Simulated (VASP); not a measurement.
Wanted: the native input for a VASP 6.6.1 run.

- Task: relaxation of cell and atoms
- Functional: LDA
- Potentials or basis: VASP PAW LDA potentials, release 64 (Ga_d, O)
- Cutoff: 520 eV
- k mesh: 9 × 9 × 9
- Occupations: gaussian, width 0.02 eV
- Spin: no spin polarisation
- Further INCAR settings: ALGO = Normal; EDIFF = 1e-07; IBRION = 2; EDIFFG = -0.002; NSW = 80; ISIF = 3

The structure of Ga2O3 lies in POSCAR:

```
Ga2O3
1.0
    2.4912500000      1.4383238600      4.4776666700
   -2.4912500000      1.4383238600      4.4776666700
    0.0000000000     -2.8766477200      4.4776666700
Ga O
4 6
Direct
    0.3554000000      0.3554000000      0.3554000000
    0.1446000000      0.1446000000      0.1446000000
    0.6446000000      0.6446000000      0.6446000000
    0.8554000000      0.8554000000      0.8554000000
    0.5549000000      0.9451000000      0.2500000000
    0.2500000000      0.5549000000      0.9451000000
    0.9451000000      0.2500000000      0.5549000000
    0.4451000000      0.0549000000      0.7500000000
    0.7500000000      0.4451000000      0.0549000000
    0.0549000000      0.7500000000      0.4451000000
```

The input as run:

INCAR

```
ALGO     = Normal         # electronic algorithm
EDIFF    = 1E-7           # SCF threshold, eV
EDIFFG   = -0.002         # ionic threshold
ENCUT    = 520            # plane-wave cutoff, eV
GGA      = CA             # functional
IBRION   = 2              # ionic algorithm
ISIF     = 3              # what is computed and relaxed
ISMEAR   = 0              # smearing method
KPAR     = 8            
LASPH    = T              # aspherical terms in the spheres
LCHARG   = F              # write CHGCAR
LREAL    = F              # projectors in reciprocal space
LWAVE    = F              # write WAVECAR
NELM     = 100            # most SCF steps
NSW      = 80             # ionic steps
PREC     = Accurate       # precision mode
SIGMA    = 0.02           # smearing width, eV
```

KPOINTS

```
k-points
0
Gamma
  9 9 9
```

Potentials or basis: VASP PAW LDA potentials, release 64 (Ga_d, O).

The run is started by

```sh
$ cat potpaw_LDA.64/Ga_d/POTCAR potpaw_LDA.64/O/POTCAR > POTCAR
$ mpirun -np 8 vasp_std > vasp.out
```

Results of the run:

```json
{
  "Relaxed volume": "9.49 Å³/atom",
  "Relaxed cell": "a = 5.289 Å, b = 5.289 Å, c = 5.289 Å, α = 55.97°, β = 55.97°, γ = 55.97°",
  "Space group after relaxing (to 0.05 Å)": "R-3c (No. 167)",
  "Energy gained by relaxing": "2.2 meV/atom",
  "Ionic steps": "8",
  "Pressure after relaxing": "0.0 GPa",
  "Band gap on the k mesh": "2.98 eV, indirect (least direct gap 3.24 eV)"
}
```

Caveat: an odd mesh through Γ misses points on the zone boundary, where band edges often lie.

Run time: 7.1 min on 8 MPI ranks on Intel(R) Xeon(R) Platinum 8488C (Sapphire Rapids) (shared host), peak memory 0.44 GiB a rank.
